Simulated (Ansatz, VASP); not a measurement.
**TaIn in VASP and in Ansatz**

```
Ta In
1.0
     0.00000    2.79637    2.79637
     2.79637    0.00000    2.79637
     2.79637    2.79637    0.00000
Ta In
1 1
Cartesian
  2.7964 2.7964 2.7964
  0.0000 0.0000 0.0000
```

Alike in both runs: task single point; functional PBE; k mesh 6 × 6 × 6; occupations gaussian, width 0.1 eV; no spin polarisation.

```csv
,VASP,Ansatz
version,VASP 6.6.1,Ansatz 0.2.0
potentials or method,"VASP PAW PBE potentials, release 64 (Ta_pv, In_d)","scalar-relativistic, plane waves, PAW"
plane-wave cutoff (eV),520,420
valence electrons in the cell,24,26
```

|  | VASP | Ansatz | Ansatz less VASP |
| --- | --- | --- | --- |
| gap on the k mesh at the Fermi level (eV) | none | none | - |
| pressure (GPa) | 1.7 | 1.7 | -0.01 |

A gap of «none» marks a metal or a gap that the smearing closes. The functional is the same, so the differences come from potentials, cutoffs and numerics. The two sets of potentials don't hold the same shells in valence.

The runs have no spin-orbit coupling, so splittings on Ta are missing.
